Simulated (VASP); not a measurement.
Output of a VASP run:

### OSZICAR
```
       N       E                     dE             d eps       ncg     rms          rms(c)
DAV:   1     0.304118638914E+03    0.30412E+03   -0.15295E+04   576   0.181E+03
DAV:   2     0.855253071069E+01   -0.29557E+03   -0.28560E+03   650   0.457E+02
DAV:   3    -0.158785018726E+02   -0.24431E+02   -0.24222E+02   684   0.148E+02
DAV:   4    -0.165118716466E+02   -0.63337E+00   -0.63275E+00   614   0.249E+01
DAV:   5    -0.165329293462E+02   -0.21058E-01   -0.21057E-01   634   0.453E+00    0.712E+00
DAV:   6    -0.149611177968E+02    0.15718E+01   -0.84105E+00   750   0.251E+01    0.261E+00
DAV:   7    -0.149449203484E+02    0.16197E-01   -0.36871E-01   586   0.432E+00    0.147E+00
DAV:   8    -0.149368195544E+02    0.81008E-02   -0.88413E-02   582   0.369E+00    0.459E-01
DAV:   9    -0.149347209002E+02    0.20987E-02   -0.16927E-02   660   0.102E+00    0.939E-02
DAV:  10    -0.149359893701E+02   -0.12685E-02   -0.16186E-03   576   0.403E-01    0.235E-02
DAV:  11    -0.149360032665E+02   -0.13896E-04   -0.82226E-05   626   0.973E-02    0.111E-02
DAV:  12    -0.149360205614E+02   -0.17295E-04   -0.46778E-05   594   0.696E-02    0.928E-03
DAV:  13    -0.149360192466E+02    0.13148E-05   -0.12689E-05   666   0.421E-02    0.145E-03
DAV:  14    -0.149360193361E+02   -0.89487E-07   -0.67400E-07   426   0.639E-03
   1 F= -.14936019E+02 E0= -.14936019E+02  d E =-.149360E+02
       N       E                     dE             d eps       ncg     rms          rms(c)
DAV:   1    -0.149439057427E+02   -0.78865E-02   -0.20222E-01   728   0.669E+00    0.629E-01
DAV:   2    -0.149369024485E+02    0.70033E-02   -0.32544E-02   604   0.189E+00    0.132E-01
DAV:   3    -0.149362962168E+02    0.60623E-03   -0.17673E-03   734   0.710E-01    0.567E-02
DAV:   4    -0.149362073241E+02    0.88893E-04   -0.52686E-04   672   0.356E-01    0.194E-02
DAV:   5    -0.149362087441E+02   -0.14201E-05   -0.73502E-05   612   0.113E-01    0.121E-02
DAV:   6    -0.149362040803E+02    0.46639E-05   -0.18401E-05   736   0.606E-02    0.272E-03
DAV:   7    -0.149362040876E+02   -0.73478E-08   -0.13281E-06   458   0.119E-02
   2 F= -.14936204E+02 E0= -.14936204E+02  d E =-.184752E-03
```

**OUTCAR**
```
------------------------ aborting loop because EDIFF is reached ----------------------------------------
  FORCE on cell =-STRESS in cart. coord.  units (eV):
  Direction    XX          YY          ZZ          XY          YZ          ZX
  --------------------------------------------------------------------------------------
  Total       -0.0237085     -0.0237085     -0.0237085     -0.0000000      0.0000000     -0.0000000
  in kB       -0.7414233     -0.7414233     -0.7414233     -0.0000000      0.0000000     -0.0000000
  external PRESSURE =      -0.7414233 kB  Pullay stress =       0.0000000 kB
  volume of cell :       51.23
      direct lattice vectors                 reciprocal lattice vectors
     0.000000000  2.947856404  2.947856404    -0.169614775  0.169614775  0.169614775
     2.947856404  0.000000000  2.947856404     0.169614775 -0.169614775  0.169614775
     2.947856404  2.947856404 -0.000000000     0.169614775  0.169614775 -0.169614775
 POSITION                                       TOTAL-FORCE (eV/Angst)
 -----------------------------------------------------------------------------------
      5.89571      2.94786      2.94786        -0.000000      0.000000      0.000000
      1.47393      1.47393      1.47393        -0.000000      0.000000      0.000000
      4.42178      4.42178      4.42178         0.000000     -0.000000     -0.000000
 -----------------------------------------------------------------------------------
    total drift:                                0.000000     -0.000000      0.000000
  FREE ENERGIE OF THE ION-ELECTRON SYSTEM (eV)
  ---------------------------------------------------
  free  energy   TOTEN  =       -14.9362040876 eV

  energy  without entropy=      -14.9362040876  energy(sigma->0) =      -14.93620409

 reached required accuracy - stopping structural energy minimisation
```
(Selected blocks of OUTCAR.)

### POSCAR
```
PbF2
1
   -0.0000000000     2.9431199502     2.9431199502
    2.9431199502     0.0000000000     2.9431199502
    2.9431199502     2.9431199502     0.0000000000
Pb F
1 2
Direct
  0.0000000000   1.0000000000   0.0000000000
  0.2500000000   0.2500000000   0.2500000000
  0.7500000000   0.7500000000   0.7500000000
```

Task: Reconstruct the remaining input files.

Result: This is not unique; one that fits is the input of the run itself, PBEsol GGA, plane waves, VASP's PBE PAW potentials (set 64).

File KPOINTS:
```
Automatic mesh
0
Gamma
6 6 6
0 0 0
```

### INCAR
```
ALGO = Normal   ! blocked Davidson
NSW = 60   ! most ionic steps
SYSTEM = PbF2
ISIF = 3   ! ions, shape and volume
ISMEAR = 0   ! Gaussian
ENCUT = 530   ! plane-wave cut-off (eV)
IBRION = 2   ! conjugate gradients
SIGMA = 0.05   ! width (eV)
PREC = Accurate
NELM = 100   ! most electronic steps
EDIFFG = -0.02   ! ionic stop
EDIFF = 1E-6
LMAXMIX = 4   ! l cut-off of mixed one-centre charges
LASPH = .TRUE.
LCHARG = .FALSE.
LREAL = .FALSE.   ! projection in real space or not
GGA = PS   ! PBEsol
LWAVE = .FALSE.
```

POTCAR, in this order: Pb_d F (PBE.64 set). Program: vasp_std.

The compound is PbF2 in the fluorite structure, the β form. This run relaxes it. Symmetry was kept, so distortions that lower it aren't found. The start is the result of an earlier pass.
